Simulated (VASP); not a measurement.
Level of theory: PBE GGA, VASP's PBE PAW potentials (set 64) (plane waves; VASP).

A VASP calculation is set up with these files.

INCAR:
```
# general
SYSTEM  = Cu
PREC    = Accurate
ENCUT   = 520
LREAL   = .False.   # projection in real space or not
LASPH   = .True.

# electronic loop
EDIFF   = 1E-7   # SCF stop (eV)
NELM    = 100
ALGO    = Normal   # blocked Davidson
LMAXMIX = 4   # l cut-off of mixed one-centre charges

# smearing
ISMEAR  = 1   # Methfessel-Paxton
SIGMA   = 0.1   # width (eV)

# functional
GGA     = PE   # PBE

# ions
ISIF    = 2   # forces and stress, cell fixed

# output
LWAVE   = .False.
LCHARG  = .False.
```

File POSCAR:
```
Cu
3.7029260
  0.0000000000   0.5000000560   0.5000000560
  0.5000000560   0.0000000000   0.5000000560
  0.5000000560   0.5000000560   0.0000000000
Cu
1
Cart
  0.5000000560   0.0000000000   0.5000000560
```

### KPOINTS
```
Automatic mesh
0
Gamma
17 17 17
0 0 0
```

POTCAR, in this order: Cu (PBE.64 set). Program: vasp_std.

The run wrote:

File OUTCAR:
```
 ion  position               nearest neighbor table
   1  0.000  0.000  0.000-
  LATTYP: Found a face centered cubic cell.
 ALAT       =     3.7029264150
 Subroutine PRICEL returns:
 Original cell was already a primitive cell.
 Subroutine GETGRP returns: Found 48 space group operations
The static configuration has the point symmetry O_h .
The dynamic configuration has the point symmetry O_h .
 Subroutine INISYM returns: Found 48 space group operations
 Subroutine IBZKPT returns following result:
 Found    165 irreducible k-points:

 Following reciprocal coordinates:
            Coordinates               Weight
  0.000000  0.000000  0.000000      1.000000
  0.058824  0.000000  0.000000      8.000000
  0.117647  0.000000  0.000000      8.000000
  0.176471  0.000000  0.000000      8.000000
  0.235294  0.000000  0.000000      8.000000
  0.294118  0.000000  0.000000      8.000000
  0.352941  0.000000  0.000000      8.000000
  0.411765  0.000000  0.000000      8.000000
  0.470588  0.000000  0.000000      8.000000
  0.058824  0.058824  0.000000      6.000000
  0.117647  0.058824  0.000000     24.000000
  0.176471  0.058824  0.000000     24.000000
  0.235294  0.058824  0.000000     24.000000
  0.294118  0.058824  0.000000     24.000000
  0.352941  0.058824  0.000000     24.000000
  0.411765  0.058824  0.000000     24.000000
  0.470588  0.058824  0.000000     24.000000
 -0.470588  0.058824  0.000000     24.000000
 -0.411765  0.058824  0.000000     24.000000
 -0.352941  0.058824  0.000000     24.000000
 -0.294118  0.058824  0.000000     24.000000
 -0.235294  0.058824  0.000000     24.000000
 -0.176471  0.058824  0.000000     24.000000
 -0.117647  0.058824  0.000000     24.000000
 -0.058824  0.058824  0.000000     12.000000
  0.117647  0.117647  0.000000      6.000000
  0.176471  0.117647  0.000000     24.000000
  0.235294  0.117647  0.000000     24.000000
  0.294118  0.117647  0.000000     24.000000
  0.352941  0.117647  0.000000     24.000000
  0.411765  0.117647  0.000000     24.000000
  0.470588  0.117647  0.000000     24.000000
 -0.470588  0.117647  0.000000     24.000000
 -0.411765  0.117647  0.000000     24.000000
 -0.352941  0.117647  0.000000     24.000000
 -0.294118  0.117647  0.000000     24.000000
 -0.235294  0.117647  0.000000     24.000000
 -0.176471  0.117647  0.000000     24.000000
 -0.117647  0.117647  0.000000     12.000000
  0.176471  0.176471  0.000000      6.000000
   k-points           NKPTS =    165   k-points in BZ     NKDIM =    165   number of bands    NBANDS=      9
   number of dos      NEDOS =    301   number of ions     NIONS =      1
   total plane-waves  NPLWV =   8000
   dimension x,y,z NGX =    20 NGY =   20 NGZ =   20
   dimension x,y,z NGXF=    40 NGYF=   40 NGZF=   40
   ions per type =               1
   PREC   = accura    normal or accurate (medium, high low for compatibility)
   ISTART =      0    job   : 0-new  1-cont  2-samecut
   ICHARG =      2    charge: 1-file 2-atom 10-const
   ISPIN  =      1    spin polarized calculation?
   LNONCOLLINEAR =      F non collinear calculations
   LSORBIT =      F    spin-orbit coupling
   INIWAV =      1    electr: 0-lowe 1-rand  2-diag
   ENCUT  =  520.0 eV  38.22 Ry    6.18 a.u.   4.87  4.87  4.87*2*pi/ulx,y,z
   NELM   =    100;   NELMIN=  2; NELMDL= -5     # of ELM steps
   EDIFF  = 0.1E-06   stopping-criterion for ELM
   LREAL  =      F    real-space projection
   NLSPLINE    = F    spline interpolate recip. space projectors
   LMAXMIX     =    4 max onsite mixed and CHGCAR
   VOSKOWN=      0    Vosko Wilk Nusair interpolation
...
```

File OSZICAR:
```
       N       E                     dE             d eps       ncg     rms          rms(c)
DAV:   1     0.362250449674E+02    0.36225E+02   -0.56989E+03  3067   0.200E+03
DAV:   2    -0.414202916958E+01   -0.40367E+02   -0.38442E+02  2993   0.195E+02
DAV:   3    -0.457807805564E+01   -0.43605E+00   -0.43476E+00  3527   0.300E+01
DAV:   4    -0.458131445303E+01   -0.32364E-02   -0.32361E-02  3777   0.234E+00
DAV:   5    -0.458134855097E+01   -0.34098E-04   -0.34097E-04  3517   0.185E-01    0.754E+00
DAV:   6    -0.413733288531E+01    0.44402E+00   -0.17811E+01  3138   0.967E+01    0.429E+00
DAV:   7    -0.372067236487E+01    0.41666E+00   -0.29635E+00  3163   0.394E+01    0.537E-01
DAV:   8    -0.371174219131E+01    0.89302E-02   -0.59641E-03  3322   0.148E+00    0.311E-01
DAV:   9    -0.371005509730E+01    0.16871E-02   -0.12510E-02  3283   0.239E+00    0.322E-02
DAV:  10    -0.371005484819E+01    0.24911E-06   -0.62412E-05  4416   0.162E-01    0.732E-03
DAV:  11    -0.371005420146E+01    0.64673E-06   -0.46849E-07  3531   0.958E-03    0.921E-04
DAV:  12    -0.371005415413E+01    0.47327E-07   -0.94778E-08  1882   0.626E-03
   1 F= -.37100542E+01 E0= -.37100038E+01  d E =-.151173E-03
```

### OUTCAR
```
------------------------ aborting loop because EDIFF is reached ----------------------------------------
  FORCE on cell =-STRESS in cart. coord.  units (eV):
  Direction    XX          YY          ZZ          XY          YZ          ZX
  --------------------------------------------------------------------------------------
  Total       -0.5485599     -0.5485599     -0.5485599     -0.0000000     -0.0000000     -0.0000000
  in kB      -69.2403748    -69.2403748    -69.2403748     -0.0000000     -0.0000000     -0.0000000
  external PRESSURE =     -69.2403748 kB  Pullay stress =       0.0000000 kB
  volume of cell :       12.69
      direct lattice vectors                 reciprocal lattice vectors
     0.000000000  1.851463207  1.851463207    -0.270056676  0.270056676  0.270056676
     1.851463207  0.000000000  1.851463207     0.270056676 -0.270056676  0.270056676
     1.851463207  1.851463207  0.000000000     0.270056676  0.270056676 -0.270056676
 POSITION                                       TOTAL-FORCE (eV/Angst)
 -----------------------------------------------------------------------------------
      0.00000      0.00000      0.00000         0.000000     -0.000000      0.000000
 -----------------------------------------------------------------------------------
    total drift:                               -0.000000     -0.000000     -0.000000
  FREE ENERGIE OF THE ION-ELECTRON SYSTEM (eV)
  ---------------------------------------------------
  free  energy   TOTEN  =        -3.7100541541 eV

  energy  without entropy=       -3.7099029809  energy(sigma->0) =       -3.71000376
```
(Selected blocks of OUTCAR.)

OUTCAR:
```
 val. band max:        6.7479234117   @ k =  -0.4706   0.1176   0.0588

 cond. band min:       6.7988692265   @ k =  -0.3529   0.1765   0.0000


 Fermi energy:         6.7928874621

 k-point     1 :       0.0000    0.0000    0.0000
  band No.  band energies     occupation
      1      -2.0918      2.00000
      2       3.8985      2.00000
      3       3.8985      2.00000
      4       3.8985      2.00000
      5       4.6325      2.00000
      6       4.6325      2.00000
      7      28.7386      0.00000
      8      30.8314      0.00000
      9      30.8314      0.00000

 k-point     2 :       0.0588    0.0000    0.0000
  band No.  band energies     occupation
      1      -1.9721      2.00000
      2       3.8750      2.00000
      3       3.9200      2.00000
      4       3.9200      2.00000
      5       4.6242      2.00000
      6       4.6242      2.00000
      7      27.8597      0.00000
      8      29.5958      0.00000
      9      30.4394      0.00000

 k-point     3 :       0.1176    0.0000    0.0000
  band No.  band energies     occupation
      1      -1.6169      2.00000
      2       3.8120      2.00000
      3       3.9745      2.00000
      4       3.9745      2.00000
      5       4.6086      2.00000
      6       4.6086      2.00000
      7      25.1194      0.00000
      8      29.2269      0.00000
      9      29.7432      0.00000

 k-point     4 :       0.1765    0.0000    0.0000
  band No.  band energies     occupation
      1      -1.0412      2.00000
      2       3.7327      2.00000
      3       4.0301      2.00000
      4       4.0301      2.00000
      5       4.6150      2.00000
      6       4.6150      2.00000
      7      22.1476      0.00000
      8      28.9891      0.00000
      9      29.0944      0.00000

 k-point     5 :       0.2353    0.0000    0.0000
  band No.  band energies     occupation
      1      -0.2792      2.00000
      2       3.6809      2.00000
      3       4.0439      2.00000
...
```

The compound is Cu in the fcc structure. This cell is one point of a volume scan, at 1.06 of the reference volume.
